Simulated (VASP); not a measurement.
```xyz
8
Lattice="5.1464 0.0000 0.0000 0.0000 3.1667 0.0000 -0.0038 0.0000 5.4851" Properties=species:S:1:pos:R:3 pbc="T T T"
Al    -0.0001     1.5833     3.6601
Ga     2.5673     1.5833     1.8390
Ga     2.5656     0.0000     4.5601
Ga     5.1450     0.0000     0.9111
N      0.6126     1.5833     1.8713
N      0.5989     0.0000     4.5273
N      3.1909     0.0000     0.9111
N      3.2522     1.5833     3.6600
```

Calculation: r2SCAN meta-GGA, VASP's PBE PAW potentials (set 64) (plane waves; VASP). Run with 520 eV cut-off, 5×8×5 Γ-centred mesh, tetrahedra with Blöchl corrections, potentials Al Ga_d N.

The cores are frozen, which limits the accuracy of field gradients.

Q: Give the principal components of the electric field gradient (V/Å²) and the asymmetry η at each nucleus.

A: 
| atom | Vxx | Vyy | Vzz | η |
|---|---|---|---|---|
| Al1 | -1.7 | -1.0 | 2.7 | 0.26 |
| Ga2 | -5.2 | -1.6 | 6.7 | 0.53 |
| Ga3 | -5.9 | -2.0 | 7.9 | 0.49 |
| Ga4 | -5.6 | -1.9 | 7.5 | 0.50 |
| N5 | 10.4 | 8.5 | -18.8 | 0.10 |
| N6 | 19.4 | 0.1 | -19.5 | 0.99 |
| N7 | -1.1 | -0.5 | 1.7 | 0.37 |
| N8 | 8.2 | 7.9 | -16.2 | 0.02 |

The structure comes from a computed database's AlGa3N4 entry (Pm); how it stands against other phases isn't given here. It was relaxed first.
